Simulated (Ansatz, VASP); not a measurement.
# Cross-check of HfO2 between VASP and Ansatz, part 3 of 3

One calculation is typed for both programs; each brings its own data sets. How far apart do they land? The cell is generated by rule, not measured, and may not be a known phase. The cell is taken from a series of runs on this material, whose earlier steps may have relaxed, scaled, displaced or heated it; both programs get it as it stands.

VASP 6.6.1 and Ansatz 0.2.0.

So far: Set-up; VASP: zone-centre phonons, LDA.

The structure was built from a prototype and need not be the compound's stable phase.

## 3. Ansatz: zone-centre phonons, LDA

Level of this step: Ansatz beside VASP: Kohn-Sham DFT, plane waves, LDA (Ansatz).

Ansatz runs on its PAW soft_1 files.

The same cell, functional (in two slightly different forms) and mesh now go to Ansatz, which takes its cutoff from its data sets.

input.yaml

```yaml
crystal:
  lattice:
    - [3.5373927002, 0.0, 0.0]
    - [0.0, 3.5373927002, 0.0]
    - [0.0, 0.0, 5.1033832662]
  atoms:
    - { symbol: Hf, position: [0.5, 0.5, 0.5] }
    - { symbol: Hf, position: [0.0, 0.0, 0.0] }
    - { symbol: O, position: [0.0, 0.5, 0.796407048] }
    - { symbol: O, position: [0.5, 0.0, 0.203592952] }
    - { symbol: O, position: [0.0, 0.5, 0.296407048] }
    - { symbol: O, position: [0.5, 0.0, 0.703592952] }
kpoints:
  mp_grid: { grid: [6, 6, 6] }
hamiltonian:
  xc: lda
  pseudopotentials: { kind: paw, azcp: { folder: soft_1 }, xc_functional: pbe }
scf:
  occupations: { method: fixed }
output:
  eigenvalues: true
phonons:
  method: dfpt
  dielectric: true
  rigid_motions: translations
```

Run with:

```console
ansatz run input.yaml --threads 8 --pin off --max-ram 16384MiB --backend cpu --events-out ev --progress --plain --runs-dir out
```

Numbers of over 12 decimals in the logs are rounded to 6 here.

Log:

```text
Engine: ansatz 0.2.0, x86_64-unknown-linux-gnu
Pseudopotentials: kind: paw
Pseudopotential: Hf, paw, valence charge 26, recommended cutoff 420 eV (normal), soft_1/Hf.paw.azcp
Pseudopotential: O, paw, valence charge 6, recommended cutoff 420 eV (normal), soft_1/O.paw.azcp
Functional definition: SPW92
  exchange = slater_x
  correlation = pw_c
Crystal: 6 atoms, lattice volume = 63.859 Å³
Basis set: ecut = 420 eV, 1253 PW (Γ), exchange–correlation on 48×48×72 points (8 copies of the dense FFT grid, shifted against one another)
Bands: 46, of which v1, the nominal top of the filled ones, is band 38 counted from 1 (37 counted from 0)
Symmetry: 16 space group operations
k-points: 112 of 216 (irreducible under 1 space group operation, time reversal used)
Non-local potential: Hf, projectors of the file, l = 0: 3, l = 1: 2, l = 2: 2, l = 3: 3
Non-local potential: O, projectors of the file, l = 0: 2, l = 1: 2, l = 2: 1
PAW form: soft (Blöchl's): semilocal exchange-correlation on the pseudo side does not see the compensation charge
PAW frozen core: Hf, regenerated for the run's functional, and the local potential with it (the file was generated under x = pbe(κ = 0.804, μ = 0.219515), c = pbe(β = 0.066725))
PAW frozen core: O, regenerated for the run's functional, and the local potential with it (the file was generated under x = pbe(κ = 0.804, μ = 0.219515), c = pbe(β = 0.066725))
PAW one-centre angular grid: Hf, 590 points (default); XC on 64 Gauss nodes
PAW one-centre angular grid: O, 110 points (default); XC on 64 Gauss nodes
Initial density: superposition of atomic densities (chi_scale 0.1, normalization cell, long waves kept (reshape's long-wave potential 0.00 eV rms))
Initial wavefunctions: pseudopotential atomic-orbital guess
Functional: x = slater, c = lda
SCF iter   1: F=—  HF=-33188.897759 eV  |F-HF|=—  |Δ(HF+E_count)|=         —  Δρ=9.27e-2  dr2=4.30e0  ethr=3.10e-3  ⟨swp⟩=4.4  Hψ=14369  notcnv=0  defer=483
preconditioner: auto → Resta (q_TF=auto, 2.809 Å⁻¹)  ε∞=5.1  [insulator: Δε(μ)=3.644 eV  Ē_g=19.408 eV  n_scr=28 (ndim 8)  ℏωp=39.4 eV  f_vac=0.000  ε∞_Penn≈5.1]
SCF iter   2: F=—  HF=-33187.804687 eV  |F-HF|=—  |Δ(HF+E_count)|=    1.09e0  Δρ=4.26e-2  dr2=1.02e0  ethr=3.10e-3  ⟨swp⟩=2.0  Hψ=10510  notcnv=0  defer=512
SCF iter   3: F=—  HF=-33187.466103 eV  |F-HF|=—  |Δ(HF+E_count)|=   3.39e-1  Δρ=2.19e-2  dr2=2.90e-1  ethr=1.34e-3  ⟨swp⟩=2.0  Hψ=8122  notcnv=0  defer=660
SCF iter   4: F=—  HF=-33187.366136 eV  |F-HF|=—  |Δ(HF+E_count)|=   1.00e-1  Δρ=7.66e-3  dr2=2.68e-2  ethr=3.82e-4  ⟨swp⟩=2.1  Hψ=9284  notcnv=0  defer=642
SCF iter   5: F=—  HF=-33187.375355 eV  |F-HF|=—  |Δ(HF+E_count)|=   9.22e-3  Δρ=3.91e-3  dr2=9.17e-3  ethr=3.53e-5  ⟨swp⟩=2.0  Hψ=8304  notcnv=0  defer=672
SCF iter   6: F=—  HF=-33187.370924 eV  |F-HF|=—  |Δ(HF+E_count)|=   4.43e-3  Δρ=7.88e-4  dr2=3.40e-4  ethr=1.21e-5  ⟨swp⟩=2.0  Hψ=9215  notcnv=0  defer=670
SCF iter   7: F=—  HF=-33187.371495 eV  |F-HF|=—  |Δ(HF+E_count)|=   5.71e-4  Δρ=4.77e-4  dr2=1.08e-4  ethr=4.48e-7  ⟨swp⟩=2.0  Hψ=9016  notcnv=0  defer=455
SCF iter   8: F=—  HF=-33187.371492 eV  |F-HF|=—  |Δ(HF+E_count)|=   3.21e-6  Δρ=5.41e-5  dr2=1.23e-6  ethr=1.42e-7  ⟨swp⟩=2.0  Hψ=8973  notcnv=0  defer=435
SCF iter   9: F=—  HF=-33187.371493 eV  |F-HF|=—  |Δ(HF+E_count)|=   1.06e-6  Δρ=6.96e-6  dr2=1.97e-8  ethr=1.62e-9  ⟨swp⟩=2.6  Hψ=9311  notcnv=0  defer=433
SCF iter  10: F=—  HF=-33187.371493 eV  |F-HF|=—  |Δ(HF+E_count)|=   1.13e-8  Δρ=7.33e-7  dr2=1.66e-10  ethr=2.59e-11  ⟨swp⟩=2.5  Hψ=8711  notcnv=0  defer=433
SCF iter  11: F=-33187.371493 eV  HF=-33187.371493 eV  |F-HF|=1.46e-11  |Δ(HF+E_count)|=  1.31e-10  Δρ=1.44e-7  dr2=8.59e-12  ethr=1.00e-12  ⟨swp⟩=15.2  Hψ=36134  notcnv=0
SCF 1 converged in 11 iterations: F = -33187.371493 eV  dr2 = 8.59e-12
  greatest PAW one-centre occupation: 0.999 electrons in one spin orbital (limit 2), on the Hf atom at site 1 (counted from 0), in its partial waves of l = 3
DFPT response loops at Γ: preconditioner auto → Resta (q_TF=auto, 2.809 Å⁻¹)  ε∞=3.7 (no band partly filled); β = 1.00, the filter's whole step (`scf.mixing.beta` (0.50) is not read by the response loops at its default; to damp them type it under 1.00, their step now; it binds the ground state too); Broyden in place of MSR1
── the response to a field inside a basis, on 6×6×6 k-points: an SCF that follows is theirs, and a resumed run solves both again ──
Bands: 39, of which v1, the nominal top of the filled ones, is band 38 counted from 1 (37 counted from 0)
k-points: 18 of 216
Initial density: handed on by an earlier stage of this run
Initial wavefunctions: pseudopotential atomic-orbital guess (no wavefunctions were taken with the density)
Eigensolver: Dense (18 Hₖ)
SCF iter   1: F=—  HF=-33187.318088 eV  |F-HF|=—  |Δ(HF+E_count)|=         —  Δρ=4.54e-4  dr2=2.77e-5  ethr=1.00e-1
preconditioner: auto → Resta (q_TF=auto, 2.809 Å⁻¹)  ε∞=6.7  [insulator: Δε(μ)=4.830 eV  Ē_g=16.567 eV  n_scr=28 (ndim 8)  ℏωp=39.4 eV  f_vac=0.053  ε∞_Penn≈6.7]
SCF iter   2: F=—  HF=-33187.318079 eV  |F-HF|=—  |Δ(HF+E_count)|=   8.93e-6  Δρ=2.16e-4  dr2=1.14e-5  ethr=3.65e-8
SCF iter   3: F=—  HF=-33187.318078 eV  |F-HF|=—  |Δ(HF+E_count)|=   9.35e-7  Δρ=1.16e-4  dr2=2.33e-6  ethr=1.50e-8
SCF iter   4: F=—  HF=-33187.318078 eV  |F-HF|=—  |Δ(HF+E_count)|=   5.09e-8  Δρ=1.43e-5  dr2=5.89e-8  ethr=3.06e-9
SCF iter   5: F=-33187.318078 eV  HF=-33187.318078 eV  |F-HF|=5.47e-9  |Δ(HF+E_count)|=   1.59e-8  Δρ=6.19e-6  dr2=1.62e-8  ethr=7.74e-11
SCF 1 converged in 5 iterations: F = -33187.318078 eV  dr2 = 1.62e-8
  greatest PAW one-centre occupation: 0.999 electrons in one spin orbital (limit 2), on the Hf atom at site 0 (counted from 0), in its partial waves of l = 3
DFPT response loops at Γ: preconditioner auto → none (the input reference at scf.mixing.eps_inf says where Resta's filter doesn't serve); β = 0.50; Broyden in place of MSR1
SCF converged after 11 iterations
Free energy (F): -33187.371493 eV
Harris-Foulkes:  -33187.371493 eV  (|F-HF|=1.46e-11)
Internal energy: -33187.371493 eV  (E = F + TS)
E sigma→0 (E₀):  -33187.371493 eV
Fermi energy:    14.134694 eV
--- Per-component energies (eV) ---
  E_band       = 17.398852
  E_kinetic    = 1488.140677
  E_local      = -13928.703948  (includes V_loc(G=0)·N_el)
  E_nonlocal   = 374.440925
  E_hartree    = 6639.612801
  E_xc         = -811.649424
  E_vxc        = -873.829626  (∫ρ·V_xc dr)
  E_paw        = -15522.741470  (= ΣΔE_a)
  E_vpaw       = -321.877905  (= ΣTr[D̂ρ^β])
  E_aug_tail   = 0.003142  (compensation charges beyond the density's cutoff)
  E_ewald      = -11431.776057
  E_core_change = 5.301862  (= ΣΔE_core)
  E_smearing   = -0.000000  (= −TS)
  E_closure    = 0.000000  (closes the sum)
  Σ components = -33187.371493   (vs F -33187.371493, Δ=0.00e0)
--- Band table (eV; the first three rows and the last of 112) ---
  k-point 0: bands = [... 34 lower, 13.5840, 13.9904, 14.0007, 14.0007, 18.6199, 18.6704, 19.8092, 20.2494, ... 4 higher]
  k-point 1: bands = [... 34 lower, 13.0511, 13.5787, 14.0204, 14.0204, 18.7578, 18.7783, 19.8271, 20.1185, ... 4 higher]
  k-point 2: bands = [... 34 lower, 13.3805, 13.3805, 14.0579, 14.0579, 19.0068, 19.1857, 19.7850, 19.8413, ... 4 higher]
  k-point 111: bands = [... 34 lower, 12.7047, 12.7047, 14.1347, 14.1347, 20.0042, 20.0042, 20.1874, 20.1874, ... 4 higher]
--- Phonons (Γ-DFPT): 5 representative perturbations + reference, on 112 of 216 k-points (Σ response iterations 22) ---
  k mesh reduced under 1 symmetry operation, with k and −k counted as one. Each operation leaves every solved perturbation unchanged. A smaller set is not considered because the run solves the response to a homogeneous field
  ASR residual: 8.302e-5 → 0.000e0 eV/Å²; symmetrization residual: 1.537e-5 eV/Å²
  ASR residual per site (eV/Å²): 4.17e-5 4.17e-5 8.30e-5 8.30e-5 8.30e-5 8.30e-5
  Γ frequencies (cm⁻¹): 0.00 0.00 0.00 102.39 102.39 104.63 104.63 232.52 293.17 323.02 459.81 459.81 465.27 465.27 605.84 669.93 676.21 676.21
  ε∞ (high-frequency dielectric tensor):
        5.373347     0.000000     0.000000
        0.000000     5.373347     0.000000
        0.000000     0.000000     4.898523
  ε⁰ (static dielectric tensor: ions relaxed, cell fixed):
       76.179659     0.000000    -0.000000
        0.000000    76.179659    -0.000000
       -0.000000    -0.000000    18.068270
  ε⁰ − ε∞ (ionic part):
       70.806311     0.000000    -0.000000
        0.000000    70.806311    -0.000000
       -0.000000    -0.000000    13.169747
  softest optical mode at Γ: 102.39 cm⁻¹; the repairs (sum rule, projections) moved no ω² at Γ by more than (2.47 cm⁻¹)²
  Born effective charges Z* (e; rows j = field, columns β = displacement):
    site 0:
         5.56788    0.00000    0.00000
         0.00000    5.56788   -0.00000
        -0.00000    0.00000    4.91878
    site 1:
         5.56788    0.00000    0.00000
         0.00000    5.56788   -0.00000
         0.00000    0.00000    4.91878
    site 2:
        -2.15667   -0.00000   -0.00000
        -0.00000   -3.41121    0.00000
         0.00000    0.00000   -2.45939
    site 3:
        -3.41121    0.00000   -0.00000
         0.00000   -2.15667    0.00000
        -0.00000    0.00000   -2.45939
    site 4:
        -3.41121    0.00000    0.00000
         0.00000   -2.15667    0.00000
         0.00000    0.00000   -2.45939
    site 5:
[...]
Z* charge neutrality: 1.043e-3 e pre-enforcement
  solved inside a basis spanned on kpoints, on 6×6×6 k-points, its susceptibility summed on 10×10×8: ε∞ is read to err by 1.4e-2, Z* by 2.7e-2 e (field_mesh: kpoints solves on kpoints); Z* is corrected for what the basis lacks
  optical modes at Γ without the LO–TO term, one row a degenerate level:
      ω (cm⁻¹)  modes    IR ((D/Å)²/amu)
[...]
optical modes at Γ + LO–TO along q̂ = [1.0000, 0.0000, 0.0000]:
      ω (cm⁻¹)  modes    IR ((D/Å)²/amu)
[...]
optical modes at Γ + LO–TO along q̂ = [0.0000, 1.0000, 0.0000]:
      ω (cm⁻¹)  modes    IR ((D/Å)²/amu)
[...]
optical modes at Γ + LO–TO along q̂ = [0.0000, 0.0000, 1.0000]:
      ω (cm⁻¹)  modes    IR ((D/Å)²/amu)
[...]
232.52      1             0.0000
        293.17      1             0.0000
        459.81      2             0.0000
        465.27      2            68.8572
        605.84      1             0.0000
        620.37      1            41.1432
        669.93      1             0.0000
        676.21      2             0.0000
```

## 4. Comparison

Known differences besides the potentials themselves: the two LDA forms differ slightly; fixed occupations in Ansatz, narrow Gaussian smearing in VASP; VASP's response is taken on the typed mesh, Ansatz refines its own for the field response alone; the data sets hold 76 valence electrons in Ansatz (on its PAW soft_1 files) and 44 in VASP; the cutoff is 420 eV in Ansatz and 600 eV in VASP; VASP's log shows a relativistic correction to its local exchange, Ansatz's none. Total energies have different zeros and are not compared.

Compared:

```csv
quantity,Ansatz,VASP,difference
ε∞ xx,5.37,5.32,+1.08 %
ε∞ yy,5.37,5.32,+1.08 %
ε∞ zz,4.90,4.85,+1.02 %
Born charge of Hf1 (mean of the diagonal) (e),5.35,5.32,+0.03
Born charge of O3 (mean of the diagonal) (e),-2.68,-2.66,-0.02
optical mode 1 to 2 (cm⁻¹),102.4,102.9,-0.47 %
optical mode 3 to 4 (cm⁻¹),104.6,104.8,-0.15 %
optical mode 5 (cm⁻¹),232.5,230.9,+0.70 %
optical mode 6 (cm⁻¹),293.2,291.9,+0.45 %
optical mode 7 (cm⁻¹),323.0,320.8,+0.70 %
optical mode 8 to 9 (cm⁻¹),459.8,462.0,-0.47 %
optical mode 10 to 11 (cm⁻¹),465.3,465.1,+0.03 %
optical mode 12 (cm⁻¹),605.8,605.8,+0.01 %
optical mode 13 (cm⁻¹),669.9,669.6,+0.05 %
optical mode 14 to 15 (cm⁻¹),676.2,677.0,-0.11 %
```

Modes are paired by rising frequency, not by their patterns, so a pair may set unlike modes beside each other; they are those without the splitting of longitudinal modes.

## 5. Summary of results

| Quantity | Value |
| --- | --- |
| r.m.s. difference of the optical zone-centre modes, each program's sorted by frequency (zone-centre phonons, LDA) | 1.2 cm⁻¹ |
| difference in ε∞ xx (zone-centre phonons, LDA) | +1.1 % |

The r.m.s. difference of the optical zone-centre modes, each program's sorted by frequency is 1.2 cm⁻¹ (zone-centre phonons, LDA). The data sets hold unlike numbers of valence electrons (76 in Ansatz and 44 in VASP), so part of the differences comes from the potentials. Among the rows given in per cent, the largest difference of the zone-centre phonons, LDA pair is in ε∞ xx, +1.1 %. Such differences can come from data sets, numerical settings and the points named under the comparisons, not from the functional's error against experiment.

[Lines on the potential files, build, host, timing and source positions are cut from VASP's logs without a mark.]

[Logs are printed without paths, hosts, clocks, repeated set-up lines and the standing remarks that a program may print on its own settings, such as how far it seeks lower states.]

[Hosts, paths, dates, database ids (printed as entryN), source tags and the programs' standing remarks are cut or masked in the printed files.]
